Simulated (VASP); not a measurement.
The system is OCH4, in a box.

```
O C H
1.0
    12.77228    0.00000    0.00000
     0.00000   13.27228    0.00000
     0.00000    0.00000   13.77228
O C H
1 1 4
Direct
  0.58146 0.49574 0.48007
  0.47090 0.49858 0.49593
  0.61550 0.53486 0.53071
  0.44845 0.46467 0.56618
  0.43544 0.45379 0.43756
  0.43912 0.57590 0.49181
```

Base run:

```yaml
Program: VASP 6.6.1
Functional: PBE
Potentials_or_basis: VASP PAW PBE potentials, release 64 (O, C, H)
Cutoff: 400 eV
k_mesh: 1 × 1 × 1
Occupations: gaussian, width 0.01 eV
Spin: no spin polarisation
```

Its results: gap between the frontier levels 5.57 eV; largest force 0.044 eV/Å.

Problem. The run is repeated on the same cell with these changes: functional from PBE to RPBE. What comes out?

Solution. Gap between the frontier levels 5.47 eV; largest force 0.311 eV/Å.

Caveats: the PAW data sets were made with another functional, which shifts forces and pressure a little (some runs).

